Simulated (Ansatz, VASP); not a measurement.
**AgB2: VASP beside Ansatz**

INCAR

```
SYSTEM = AgB2
PREC = Accurate
ENCUT = 520
EDIFF = 1E-6
ISMEAR = -1
SIGMA = 0.05
LREAL = .FALSE.
LASPH = .TRUE.
NELM = 60
ALGO = Normal
ISIF = 2
LWAVE = .FALSE.
LCHARG = .FALSE.
GGA = PS
NBANDS = 16
```

KPOINTS

```
regular mesh
0
G
  16 16 13
  0 0 0
```

Contents of POSCAR:

```
AgB2
1.0
    3.0600016733      0.0000000000      0.0000000000
   -1.5300008367      2.6500391847      0.0000000000
    0.0000000000      0.0000000000      3.2400000000
Ag B
1 2
Direct
    0.0000000000      0.0000000000      0.0000000000
    0.3333333333      0.6666666667      0.5000000000
    0.6666666667      0.3333333333      0.5000000000
```

Input for Ansatz:

```yaml
crystal:
  lattice:
    - [3.0600016733, 0.0, 0.0]
    - [-1.5300008367, 2.6500391847, 0.0]
    - [0.0, 0.0, 3.24]
  atoms:
    - { symbol: Ag, position: [0.0, 0.0, 0.0] }
    - { symbol: B, position: [0.3333333333, 0.6666666667, 0.5] }
    - { symbol: B, position: [0.6666666667, 0.3333333333, 0.5] }
kpoints:
  mp_grid: { grid: [16, 16, 13] }
  band_path:
    path:
      - [0.0, 0.0, 0.0]
      - [0.5, 0.0, 0.0]
      - [0.3333333333, 0.3333333333, 0.0]
      - [0.0, 0.0, 0.0]
      - [0.0, 0.0, 0.5]
      - [0.5, 0.0, 0.5]
      - [0.3333333333, 0.3333333333, 0.5]
      - [0.0, 0.0, 0.5]
      - [0.5, 0.0, 0.5]
    npoints: 5
scf:
  occupations: { method: fermi_dirac, width: 0.05 }
hamiltonian:
  xc: pbesol
  pseudopotentials: { kind: all_electron, lapw: { basis_error: 0.001 } }
output:
  forces: true
  stress: true
  eigenvalues: true
```

Change from the starting cell: equal xx and yy strain of +2 %.

Alike in both runs: task single point; functional PBEsol; k mesh 16 × 16 × 13; occupations fermi-dirac, width 0.05 eV; no spin polarisation.

```csv
,VASP,Ansatz
version,VASP 6.6.1,Ansatz 0.2.0
potentials or method,"VASP PAW PBE potentials, release 64 (Ag, B)","all-electron LAPW, scalar-relativistic"
plane-wave cutoff (eV),520,see its input
```

```csv
,VASP,Ansatz,Ansatz less VASP
pressure (GPa),32.9,32.9,-0.01
largest component of the traceless stress (GPa),22.43,22.57,+0.137
```

Ansatz ran all-electron here, so the differences hold the error of VASP's frozen core and of both bases.

Caveats: so large a pressure means that the cell lies far from this level's equilibrium, or that cutoff or potentials fall short (VASP); the potentials were made for another functional, which shifts forces and pressure (VASP).
